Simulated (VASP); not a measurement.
An input for Ansatz (written as the equivalent of a VASP run, and not itself run):

Ansatz 0.2 input:
```yaml
crystal:
  lattice:
    - [0.0000000, 2.7417212, 2.7417212]
    - [2.7417212, 0.0000000, 2.7417212]
    - [2.7417212, 2.7417212, 0.0000000]
  atoms:
    - { symbol: Ba, position: [1.0000000, 1.0000000, 0.0000000] }
    - { symbol: O, position: [0.2500000, 0.2500000, 0.2500000] }
kpoints:
  mp_grid: { grid: [8, 8, 8] }
hamiltonian:
  xc: pbesol
  pseudopotentials: { kind: paw }
scf:
  occupations: { method: gaussian, width: 0.05 }
  max_iter: 100
relax:
  max_steps: 40
  f_tol: 0.02
  cell: { p_target: 20 }
output: { forces: true, stress: true, eigenvalues: true }
```

Translate this input to VASP (INCAR, KPOINTS, POSCAR, choice of POTCAR).

Several could match; the one computed here: 
**POSCAR**
```
BaO
1
   -0.0000000000     2.7417211674     2.7417211674
    2.7417211674     0.0000000000     2.7417211674
    2.7417211674     2.7417211674     0.0000000000
Ba O
1 1
Direct
  1.0000000000   1.0000000000   0.0000000000
  0.2500000000   0.2500000000   0.2500000000
```

**KPOINTS**
```
Automatic mesh
0
Gamma
8 8 8
0 0 0
```

### INCAR
```
ALGO=Normal
EDIFF=1E-6
EDIFFG=-0.02
ENCUT=620
GGA=PS
IBRION=2
ISIF=3
ISMEAR=0
LASPH=.TRUE.
LCHARG=.FALSE.
LMAXMIX=4
LREAL=.FALSE.
LWAVE=.FALSE.
NELM=100
NSW=40
PREC=Accurate
PSTRESS=200
SIGMA=0.05
SYSTEM=BaO
```

POTCAR, in this order: Ba_sv O (PBE.64 set). Program: vasp_std.

What does not carry over: each code has its own PAW files, so the cut-off isn't converted (ENCUT is set for VASP's; basis.ecutwfc is left out, and Ansatz then takes the one that its files recommend); Ansatz stops its SCF on the density residual and VASP on the energy change (EDIFF).

The structure was generated: BaO was put into the zinc blende type (F-43m), which need not be its known phase. It was relaxed first under an external pressure of 20 GPa.
